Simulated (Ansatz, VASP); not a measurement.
# Cross-check of K4Ca2Si18B10O55 between VASP and Ansatz, part 2 of 2

One calculation is typed for both programs; each brings its own data sets. How far apart do they land? The structure shown is frame 103 of Ansatz's trajectory.

VASP 6.6.1 and Ansatz 0.2.0.

So far: Starting point; Ansatz: dynamics, PBEsol.

## (3) VASP: single point, PBEsol

Level of this step: PBEsol; plane waves and PAW (Si, B, Ca_sv, K_sv, O) (VASP).

The same cell, functional, mesh and smearing now go to VASP, with its own data sets.

Lines of VASP's logs that name or quote its potential files are left out, and so is its time.

INCAR

```
SYSTEM = K4Ca2Si18B10O55
PREC = Accurate
ENCUT = 520
EDIFF = 1E-06
NELM = 120
ISMEAR = -1
SIGMA = 0.146
LREAL = Auto
ALGO = Normal
GGA = PS
NBANDS = 312
LORBIT = 11
LWAVE = .FALSE.
LCHARG = .FALSE.
ISIF = 2
LASPH = .TRUE.
GGA_COMPAT = .FALSE.
EFERMI = MIDGAP
NCORE = 2
```

POSCAR

```
K4Ca2Si18B10O55
1.0
   10.9494400000      0.0000000000      0.0000000000
    0.0000000000     10.9494400000      0.0000000000
    0.0000000000      0.0000000000     10.9494400000
Si B Ca K O
18 10 2 4 55
Direct
    0.7347955695      0.9583595143      0.4530460005
    0.9531081042      0.3230484847      0.6191184207
    0.5745042669      0.1297417950      0.0655832627
    0.3296698279      0.7447504165      0.9057358185
    0.7883051553      0.2434827717      0.3880929070
    0.1870871935      0.4184414911      0.2826080603
    0.0885981384      0.8087536897      0.2514740480
    0.0508701815      0.0734192799      0.7372888476
    0.1540809393      0.4603340445      0.8842278692
    0.3160161616      0.1704105415      0.1808585645
    0.8058494316      0.8280423474      0.9862696174
    0.7367682731      0.3796084549      0.0600943975
    0.1025349242      0.1940829851      0.9863152819
    0.1602456381      0.5195790835      0.5828243271
    0.4496576994      0.8929497764      0.5115147441
    0.0709442675      0.7134611450      0.9982428325
    0.6477591548      0.5019891428      0.2827815852
    0.3334143116      0.0744512961      0.6997892130
    0.3146553614      0.9432902505      0.3004811205
    0.4518495923      0.9547739428      0.9071422831
    0.0381206710      0.7277997779      0.4936051524
    0.8896436713      0.8627473186      0.6357037438
    0.3692700266      0.7009125581      0.6483071280
    0.9636931204      0.3075225765      0.1899549201
    0.2999422802      0.5391599936      0.0691085571
    0.7672629833      0.7042551948      0.7795193179
    0.8006984832      0.4604162405      0.8040593857
    0.7545682702      0.7632719116      0.2633742000
    0.3510225180      0.6317218050      0.3661922436
    0.8538062221      0.0252889645      0.1567477424
    0.7799668294      0.5626406465      0.5253693340
    0.4177656574      0.3333229827      0.8561351083
    0.7184659672      0.0486691557      0.7666419470
    0.4462876640      0.2374641991      0.4698139814
    0.0591902417      0.5755910805      0.9564416080
    0.5181178216      0.0527150247      0.9511901979
    0.3494516615      0.6385258059      0.0300198001
    0.7415265073      0.1078046001      0.4290265073
    0.8827757401      0.2147141772      0.2684064208
    0.1900919134      0.0530620744      0.6956337493
    0.2663515212      0.5131495309      0.1901467107
    0.6536407341      0.2514557822      0.0161104130
    0.8750584505      0.3079700880      0.4934224947
    0.5881670661      0.9510623374      0.4903903761
    0.8732592717      0.4017374405      0.7179088611
    0.8093290616      0.9676202619      0.9568105766
    0.0519295964      0.0872373382      0.8858900547
    0.9396553614      0.7690347634      0.9746251863
    0.0728439080      0.7032597101      0.3700280562
    0.2161937049      0.8851776895      0.2581958529
    0.7550979776      0.5806506999      0.7558377415
    0.1194033667      0.7207583219      0.1343539030
    0.0300563316      0.2027683608      0.1184535465
    0.6523073326      0.4618866353      0.1501263992
    0.2694749686      0.2885901014      0.2797859982
    0.7539381009      0.4159116813      0.9121745039
    0.3337156969      0.0716931642      0.2924167811
    0.2830190402      0.6411652103      0.5697916971
    0.2478848233      0.1867218780      0.0497925008
    0.5225290060      0.5385937546      0.3462825496
    0.4229440044      0.8433490663      0.9539848613
    0.3788960897      0.0024256948      0.5684856942
    0.2101112020      0.4903447117      0.7399830494
    0.8198044832      0.7706238858      0.6953871614
    0.7968809364      0.9467698805      0.5851988778
    0.3668589444      0.6820348803      0.7664775550
    0.7361015723      0.8677430079      0.3391223661
    0.9928452962      0.9386507438      0.6873136891
    0.9899867025      0.9158185259      0.2550724055
    0.4116466230      0.9744644475      0.7899216764
    0.1815800625      0.7816381477      0.9170788643
    0.0416276997      0.3811975772      0.2456016015
    0.8714144285      0.3780923956      0.1172297396
    0.7220917234      0.6397404799      0.3131758336
    0.7090864921      0.3773982962      0.3646761844
    0.4602335827      0.7733820177      0.6052272993
    0.0942422626      0.3217242160      0.9131060584
    0.9347911857      0.7969539995      0.5178986323
    0.0611629453      0.6330734723      0.5759381302
    0.2260663559      0.4782345033      0.4239394891
    0.7802682146      0.7878485110      0.1441169594
    0.4502696028      0.2183034018      0.1161155274
    0.7142100418      0.7530522109      0.8896345384
    0.2764068299      0.4523610340      0.9742233393
    0.3938466259      0.2039465032      0.6985106088
    0.0799127627      0.3857457550      0.5925965164
    0.6465170822      0.0499660257      0.1584921238
    0.9687655259      0.1830687231      0.6783451939
    0.3846680743      0.8683457784      0.3758000409
```

KPOINTS

```
Automatic mesh
0
Gamma
1 1 1
0 0 0
```

PAW data sets: Si, B, Ca_sv, K_sv and O (PBE family, release 64).

Command:

```bash
mpirun -np 8 vasp_gam
```

Numbers of over 12 decimals in the logs are rounded to 6 here.

The log of the run:

```text
[banner, memory and clock lines left out]
running    8 mpi-ranks, on    1 nodes
[...]
|                                                                             |
|               ----> ADVICE to this user running VASP <----                  |
|                                                                             |
|     You enforced a specific xc type in the INCAR file but a different       |
|     [... a line on the potential file left out ...]
|     I HOPE YOU KNOW WHAT YOU ARE DOING!                                     |
|                                                                             |

 LDA part: xc-table for (Slater+PW92), standard interpolation
 POSCAR, INCAR and KPOINTS ok, starting setup
[...]
entering main loop
       N       E                     dE             d eps       ncg     rms          rms(c)
DAV:   1     0.482734415842E+04    0.48273E+04   -0.28487E+05   632   0.154E+03
DAV:   2    -0.301321895262E+03   -0.51287E+04   -0.49380E+04   784   0.398E+02
DAV:   3    -0.755769054589E+03   -0.45445E+03   -0.45070E+03   752   0.128E+02
DAV:   4    -0.772026364045E+03   -0.16257E+02   -0.16194E+02   792   0.231E+01
[...]
DAV:  18    -0.690598062883E+03   -0.36330E-05   -0.14696E-05   696   0.917E-03    0.744E-03
DAV:  19    -0.690598065132E+03   -0.22485E-05   -0.63728E-06   648   0.686E-03    0.301E-03
DAV:  20    -0.690598065728E+03   -0.59657E-06   -0.29100E-06   584   0.468E-03
   1 F= -.69059807E+03 E0= -.69059797E+03  d E =-.192544E-03
```

Parts of OUTCAR (step 3):

```text
  Total      -20.5273052    -52.8254113    -42.7678418     -1.0185391      3.0408688      7.9905811
  in kB      -25.0534072    -64.4729801    -52.1977993     -1.2431186      3.7113554      9.7524385
  external PRESSURE =     -47.2413955 kB  Pullay stress =       0.0000000 kB

 POSITION                                       TOTAL-FORCE (eV/Angst)
 -----------------------------------------------------------------------------------
[...]
3.28420      5.90350      0.75670        -1.738609     -2.886999     -0.380957
      8.40110      7.71120      8.53530        -0.876975     -0.215644      2.131182
      8.76720      5.04130      8.80400        -1.318984      1.921045     -0.204291
      8.26210      8.35740      2.88380        -1.276465     -0.729919      0.312752
      3.84350      6.91700      4.00960         0.252316      0.373256     -0.174939
      9.34870      0.27690      1.71630        -0.099070      0.769931      0.380556
      8.54020      6.16060      5.75250         0.389182      0.337219      0.113640
      4.57430      3.64970      9.37420         1.023543      0.360063      0.847462
      7.86680      0.53290      8.39430        -0.310606      0.345952      0.346605
      4.88660      2.60010      5.14420        -0.073374      0.002319     -0.253233
      0.64810      6.30240     10.47250         1.934711     -4.519636     -2.492056
      5.67310      0.57720     10.41500        -0.365107     -1.032772     -0.173058
      3.82630      6.99150      0.32870         1.154234      4.116316     -1.784015
[...]
-----------------------------------------------------------------------------------
    total drift:                                0.000550      0.021491      0.006092

  FREE ENERGIE OF THE ION-ELECTRON SYSTEM (eV)
  ---------------------------------------------------
  free  energy   TOTEN  =      -690.5980657281 eV

  energy  without entropy=     -690.5978731839  energy(sigma->0) =     -690.59796946

[... 3 further parts left out ...]
[key lines of the parts left out:]
E-fermi :   2.4201
```

The run ends at a pressure of -4.72 GPa, with forces up to 6.3 eV/Å.

## (4) Comparison

Known differences besides the potentials themselves: the cutoff is 420 eV in Ansatz and 520 eV in VASP (PREC = Accurate, projectors in real space); Ansatz makes its cores anew for this functional, VASP keeps those of its PBE data sets. Total energies have different zeros and are not compared.

Forces on 10 of the 89 atoms, those with the largest forces and the largest differences (eV/Å; atoms numbered as in POSCAR):

| atom | Ansatz x, y, z | VASP x, y, z |
| --- | --- | --- |
| Si10 | 1.434, 4.514, 0.140 | 1.442, 4.548, 0.213 |
| Si11 | -1.105, -1.342, 0.861 | -1.150, -1.464, 0.966 |
| Si17 | 0.232, 1.697, 5.314 | 0.311, 1.689, 5.351 |
| B24 | -3.220, -3.643, -1.946 | -3.249, -3.662, -1.948 |
| O35 | 1.927, -4.413, -2.449 | 1.935, -4.520, -2.492 |
| O46 | -0.036, 0.421, 1.025 | -0.035, 0.599, 0.974 |
| O54 | -0.118, -0.781, -4.652 | -0.114, -0.790, -4.707 |
| O66 | -0.765, 0.644, 5.331 | -0.775, 0.654, 5.396 |
| O72 | 4.505, 3.371, 2.608 | 4.547, 3.393, 2.627 |
| O87 | 0.245, -0.047, 0.555 | 0.319, -0.158, 0.687 |

The forces differ by 42 meV/Å r.m.s., which is 2.9 % of the r.m.s. force of 1.466 eV/Å (both taken over all components).

## (5) Outcome

```yaml
r_m_s_force_difference_single_point_pbesol: 2.9 % of the r.m.s. force
```

In words: The r.m.s. force difference is 2.9 % of the r.m.s. force (single point, PBEsol), at about the 3 % picked in this series as the mark of a large difference. 2 further runs of this series are not shown here. Such differences can come from data sets, numerical settings and the points named under the comparisons, not from the functional's error against experiment.

[Lines on the potential files, build, host, timing and source positions are cut from VASP's logs without a mark.]

[Logs are printed without paths, hosts, clocks, repeated set-up lines and the standing remarks that a program may print on its own settings, such as how far it seeks lower states.]

[Hosts, paths, dates, database ids (printed as entryN), source tags and the programs' standing remarks are cut or masked in the printed files.]
